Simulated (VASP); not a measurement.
CdS (wurtzite) relaxed at rising pressure, in one space group throughout; other phases were not tried. The pressures are those reached. These are PBEsol GGA, VASP's PBE PAW potentials (set 64) (plane waves; VASP) values and carry that method's errors.

| P (GPa) | V (Å³/atom) | k-mesh |
|---|---|---|
| 0.02 | 24.864 | 6×6×4 |
| 4.98 | 23.199 | 6×6×4 |
| 9.93 | 21.997 | 7×7×4 |
| 19.93 | 20.277 | 7×7×4 |
| 29.89 | 18.685 | 7×7×4 |

A change of mesh leaves a small step in the series.

Q: Fit an equation of state and predict the volume at 45.10 GPa.

A: Least squares on the third-order Birch-Murnaghan form, P = (3B0/2)(y⁷ − y⁵)[1 + (3/4)(B′ − 4)(y² − 1)] with y = (V0/V)^(1/3), gives V0 = 24.768 Å³/atom, B0 = 74 GPa and B′ = 2.8, and so 16.946 Å³/atom. The run gave 16.773 Å³/atom, -1.0 % from the fit.

Pressures at which the relaxation failed are left out.

The compound is CdS in the wurtzite structure.
